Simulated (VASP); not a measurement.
Given:

```xyz
1
Lattice="0.0000 2.4192 2.4192 2.4192 0.0000 2.4192 2.4192 2.4192 0.0000" Properties=species:S:1:pos:R:3 pbc="T T T"
Pb     0.0000     0.0000     0.0000
```

The numbers are results of AM05 GGA, VASP's PBE PAW potentials (set 64) (plane waves; VASP), not measurements. Numerical set-up: 520 eV cut-off, 13×13×13 Γ-centred mesh, first-order Methfessel-Paxton smearing of 0.10 eV, potentials Pb_d.

Task: Give the stress tensor in GPa (positive for a compressed cell).

Result: 
```
3.26  0.00  0.00
0.00  3.26  0.00
0.00  0.00  3.26
```
The pressure is its mean diagonal, 3.26 GPa.

The compound is Pb in the fcc structure. This cell is one point of a volume scan, at 0.94 of the reference volume.
